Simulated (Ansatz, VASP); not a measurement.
## Cross-check of GaP between VASP and Ansatz

Wanted: the spread between two codes on one cell, functional and k mesh. The cell is taken from a series of runs on this material, whose earlier steps may have relaxed, scaled, displaced or heated it; both programs get it as it stands.

Calculated with Ansatz 0.2.0; plane waves, with VASP 6.6.1 beside it; single point at PBE, spin-orbit coupling.

### Step 1. The starting structure

Symmetry: F-43m, No. 216, cubic system. The conventional cell has a = 5.391 Å, b = 5.391 Å, c = 5.391 Å, α = 90.00°, β = 90.00°, γ = 90.00°. Ga has 4 P at 2.33 Å nearest. Nearest to P lie 4 Ga at 2.33 Å. Farther neighbours are not listed.

Structure file:

```cif
data_structure
_symmetry_space_group_name_H-M 'P 1'
_symmetry_Int_Tables_number 1
_cell_length_a 3.8122
_cell_length_b 3.8122
_cell_length_c 3.8122
_cell_angle_alpha 60.000
_cell_angle_beta 60.000
_cell_angle_gamma 60.000
_cell_volume 39.18
loop_
_atom_site_label
_atom_site_type_symbol
_atom_site_fract_x
_atom_site_fract_y
_atom_site_fract_z
_atom_site_occupancy
Ga1 Ga 0.00000 0.00000 0.00000 1
P2 P 0.75000 0.75000 0.75000 1
```

### Step 2. VASP: single point, PBE, spin-orbit coupling, pair 1

A single point gives forces, pressure and levels at one fixed geometry, so differences don't come from the geometry; what else differs is listed under the comparison.

Lines of VASP's logs that name or quote its potential files are left out, and so is its time.

File INCAR:

```
SYSTEM = GaP
PREC = Accurate
ENCUT = 400
EDIFF = 1E-06
NELM = 200
ISMEAR = 0
SIGMA = 0.01
LREAL = .FALSE.
ALGO = Normal
GGA = PE
LNONCOLLINEAR = .TRUE.
MAGMOM = 0 0 0 0 0 0
NBANDS = 30
GGA_COMPAT = .FALSE.
LASPH = .TRUE.
LSORBIT = .TRUE.
LORBIT = 11
LWAVE = .FALSE.
LCHARG = .FALSE.
ISIF = 2
EFERMI = MIDGAP
```

File POSCAR:

```
GaP
1.0
    0.0000000000      2.6956501222      2.6956501222
    2.6956501222      0.0000000000      2.6956501222
    2.6956501222      2.6956501222      0.0000000000
Ga P
1 1
Direct
    0.0000000000      0.0000000000      0.0000000000
    0.7500000000      0.7500000000      0.7500000000
```

File KPOINTS:

```
Automatic mesh
0
Gamma
8 8 8
0 0 0
```

Potentials, in the order of the species: Ga_d and P (PBE family, release 64).

The run is started by

```bash
> mpirun -np 1 vasp_ncl
```

Numbers of over 12 decimals in the logs are rounded to 6 here.

The program printed:

```text
[banner, memory and clock lines left out]
running    1 mpi-ranks, on    1 nodes
 distrk:  each k-point on    1 cores,    1 groups
 distr:  one band on    1 cores,    1 groups

 POSCAR found type information on POSCAR GaP
 POSCAR found :  2 types and       2 ions
 LDA part: xc-table for (Slater+PW92), standard interpolation
 POSCAR, INCAR and KPOINTS ok, starting setup
 FFT: planning ... GRIDC
 FFT: planning ... GRID_SOFT
 FFT: planning ... GRID
 WAVECAR not read
 entering main loop
       N       E                     dE             d eps       ncg     rms          rms(c)
DAV:   1     0.114416310225E+03    0.11442E+03   -0.72725E+03  2886   0.154E+03
DAV:   2     0.497168897413E+01   -0.10944E+03   -0.10342E+03  2720   0.381E+02
DAV:   3    -0.891484963650E+01   -0.13887E+02   -0.13717E+02  3046   0.104E+02
DAV:   4    -0.935647579587E+01   -0.44163E+00   -0.44067E+00  3180   0.200E+01
DAV:   5    -0.936701565382E+01   -0.10540E-01   -0.10537E-01  3078   0.290E+00    0.444E+00
DAV:   6    -0.911505913839E+01    0.25196E+00   -0.33299E-01  3858   0.116E+01    0.275E+00
DAV:   7    -0.908788243005E+01    0.27177E-01   -0.15844E-01  2948   0.280E+00    0.122E+00
DAV:   8    -0.908876692977E+01   -0.88450E-03   -0.25831E-02  3334   0.267E+00    0.264E-01
DAV:   9    -0.908861612187E+01    0.15081E-03   -0.29843E-03  3648   0.117E+00    0.139E-01
DAV:  10    -0.908872821323E+01   -0.11209E-03   -0.46607E-04  3840   0.249E-01    0.350E-02
DAV:  11    -0.908879505549E+01   -0.66842E-04   -0.12989E-04  3108   0.182E-01    0.145E-02
DAV:  12    -0.908881142333E+01   -0.16368E-04   -0.35564E-05  2872   0.535E-02    0.963E-03
DAV:  13    -0.908881152086E+01   -0.97538E-07   -0.15315E-06  3062   0.108E-02
   1 F= -.90888115E+01 E0= -.90888115E+01  d E =0.000000E+00  mag=     0.0000    -0.0000    -0.0000
```

Parts of OUTCAR (step 2):

```text
ion  position               nearest neighbor table
   1  0.000  0.000  0.000-   2 2.33   2 2.33   2 2.33   2 2.33
   2  0.750  0.750  0.750-   1 2.33   1 2.33   1 2.33   1 2.33

  LATTYP: Found a face centered cubic cell.
 ALAT       =     5.3913002444

 Subroutine GETGRP returns: Found 24 space group operations
 (whereof 24 operations were pure point group operations)

The static configuration has the point symmetry T_d .

 Found     43 irreducible k-points:

   k-points           NKPTS =     43   k-points in BZ     NKDIM =     43   number of bands    NBANDS=     30

   dimension x,y,z NGX =    28 NGY =   28 NGZ =   28
   dimension x,y,z NGXF=    56 NGYF=   56 NGZF=   56

   ENCUT  =  400.0 eV  29.40 Ry    5.42 a.u.   6.22  6.22  6.22*2*pi/ulx,y,z

   NELECT =      18.0000    total number of electrons

 k-points in reciprocal lattice and weights: Automatic mesh
   0.00000000  0.00000000  0.00000000       0.002
   0.12500000  0.00000000  0.00000000       0.008
  -0.12500000  0.00000000  0.00000000       0.008
   0.25000000  0.00000000  0.00000000       0.008
  -0.25000000  0.00000000  0.00000000       0.008
   0.37500000  0.00000000  0.00000000       0.008
  -0.37500000  0.00000000  0.00000000       0.008
   0.50000000  0.00000000  0.00000000       0.008
   0.12500000  0.12500000  0.00000000       0.012
[...]
-0.37500000  0.50000000  0.12500000       0.023
  -0.25000000  0.50000000  0.25000000       0.012

 average (electrostatic) potential at core
       1 -65.0806       2 -83.0902

 E-fermi :   5.7985

 k-point     1 :       0.0000    0.0000    0.0000
  band No.  band energies     occupation
    ...
     14       4.9356      1.00000
     15       5.0202      1.00000
     16       5.0202      1.00000
     17       5.0202      1.00000
     18       5.0202      1.00000
     19       7.0929      0.00000
     20       7.0929      0.00000
     21       8.7572      0.00000
     22       8.7572      0.00000
     23       8.9277      0.00000
    ...

 k-point     2 :       0.1250    0.0000    0.0000
  band No.  band energies     occupation
    ...
     14       3.3556      1.00000
     15       4.7203      1.00000
     16       4.7203      1.00000
     17       4.7781      1.00000
     18       4.7820      1.00000
     19       7.6210      0.00000
     20       7.6210      0.00000
     21       9.1738      0.00000
     22       9.1738      0.00000
     23       9.2903      0.00000
    ...

 k-point     3 :      -0.1250    0.0000    0.0000
  band No.  band energies     occupation
    ...
     14       3.3556      1.00000
     15       4.7203      1.00000
     16       4.7203      1.00000
     17       4.7781      1.00000
     18       4.7820      1.00000
     19       7.6210      0.00000
     20       7.6210      0.00000
     21       9.1738      0.00000
     22       9.1738      0.00000
     23       9.2903      0.00000
    ...

  Total        1.2796936      1.2796936      1.2796936      0.0000000      0.0000000      0.0000000
  in kB       52.3354549     52.3354549     52.3354549      0.0000000      0.0000000      0.0000000
  external PRESSURE =      52.3354549 kB  Pullay stress =       0.0000000 kB

  energy-cutoff  :      400.00
  volume of cell :       39.18
      direct lattice vectors                 reciprocal lattice vectors
     0.000000000  2.695650122  2.695650122    -0.185484012  0.185484012  0.185484012
     2.695650122  0.000000000  2.695650122     0.185484012 -0.185484012  0.185484012
     2.695650122  2.695650122  0.000000000     0.185484012  0.185484012 -0.185484012

 POSITION                                       TOTAL-FORCE (eV/Angst)
 -----------------------------------------------------------------------------------
      0.00000      0.00000      0.00000         0.000000     -0.000000     -0.000000
      4.04348      4.04348      4.04348         0.000000      0.000000      0.000000
 -----------------------------------------------------------------------------------
    total drift:                               -0.000000     -0.000000     -0.000000

  FREE ENERGIE OF THE ION-ELECTRON SYSTEM (eV)
  ---------------------------------------------------
  free  energy   TOTEN  =        -9.0888115209 eV

  energy  without entropy=       -9.0888115209  energy(sigma->0) =       -9.08881152

 Spin-Orbit-Coupling matrix elements
 Ion:    1  E_soc:     -0.0119179
 Ion:    2  E_soc:     -0.0008880

 total charge
# of ion       s       p       d       tot
------------------------------------------
    1        0.864   0.886  10.020  11.770
    2        1.019   1.546   0.000   2.565
--------------------------------------------------
tot          1.883   2.432  10.020  14.334

 magnetization (x)
# of ion       s       p       d       tot
------------------------------------------
    1        0.000  -0.000  -0.000  -0.000
    2       -0.000   0.000   0.000   0.000
--------------------------------------------------
tot         -0.000   0.000  -0.000  -0.000

 magnetization (y)
# of ion       s       p       d       tot
------------------------------------------
    1        0.000   0.000  -0.000   0.000
    2        0.000   0.000   0.000   0.000
--------------------------------------------------
tot          0.000   0.000  -0.000   0.000

 magnetization (z)
# of ion       s       p       d       tot
------------------------------------------
    1        0.000   0.000   0.000   0.000
    2       -0.000  -0.000   0.000  -0.000
--------------------------------------------------
tot          0.000   0.000   0.000   0.000

[... 3 further parts left out ...]
```

The run ends at a pressure of 5.23 GPa.

(Continued in part 2 of 2.)

[Lines on the potential files, build, host, timing and source positions are cut from VASP's logs without a mark.]

[Logs are printed without paths, hosts, clocks, repeated set-up lines and the standing remarks that a program may print on its own settings, such as how far it seeks lower states.]

[Hosts, paths, dates, database ids (printed as entryN), source tags and the programs' standing remarks are cut or masked in the printed files.]
